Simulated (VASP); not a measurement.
Input:

```yaml
crystal:
  lattice:
    - [-1.61552, 1.61552, 1.61552]
    - [1.61552, -1.61552, 1.61552]
    - [1.61552, 1.61552, -1.61552]
  atoms:
    - { symbol: Nb, position: [0.00000, 0.00000, 0.00000] }
```

Computed with PBE GGA with D3 dispersion (Becke-Johnson damping), VASP's PBE PAW potentials (set 64) (plane waves; VASP 6.6.1). Settings: 520 eV cut-off, 16×16×16 Γ-centred mesh, first-order Methfessel-Paxton smearing of 0.10 eV, potentials Nb_sv.

### Question
Give the stress tensor in GPa (positive for a compressed cell).

### Answer

```
5.75  0.00  0.00
0.00  5.75  0.00
0.00  0.00  5.75
```
The pressure is its mean diagonal, 5.75 GPa.

The compound is Nb in the bcc structure. This cell is one point of a volume scan, at 0.97 of the reference volume.
